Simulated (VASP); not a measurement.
```
CELL_PARAMETERS angstrom
      1.59500    -2.76262     0.00000
      1.59500     2.76262     0.00000
      0.00000     0.00000     5.05000
ATOMIC_POSITIONS crystal
  Hf 0.33333 0.66667 0.25000
  Hf 0.66667 0.33333 0.75000
```

Computed with LDA (Ceperley-Alder, Perdew-Zunger), VASP's LDA PAW potentials (set 64) (plane waves; VASP). Run with 520 eV cut-off, 12×12×7 Γ-centred mesh, first-order Methfessel-Paxton smearing of 0.10 eV, potentials Hf_pv.

Energy and stress use the plane-wave basis of the starting cell.

### Question
The ions, cell shape and volume are relaxed. Give the cell that the relaxation ends in.

### Answer

```
CELL_PARAMETERS angstrom
      1.56152    -2.70463     0.00000
      1.56152     2.70463     0.00000
      0.00000     0.00000     4.93804
ATOMIC_POSITIONS crystal
  Hf 0.33333 0.66667 0.25000
  Hf 0.66667 0.33333 0.75000
```
Space group P6_3/mmc (194), at a tolerance of 0.03 Å.

### Question
How do energy and volume change from the first to the last step?

### Answer
The energy (σ→0) changes by -31.9 meV/atom and the volume by -6.3 %, in 4 ionic steps.

```tsv
step	E(σ→0) (eV)	max force (eV/Å)	pressure (GPa)	volume (Å³)
1	-21.3230	0.000	-7.02	44.50
2	-21.2829	0.000	11.04	38.51
3	-21.3867	0.000	-0.14	41.76
4	-21.3867	0.000	0.01	41.71
```

The compound is Hf in the hcp structure. This run relaxes it. Symmetry was kept, so distortions that lower it aren't found.
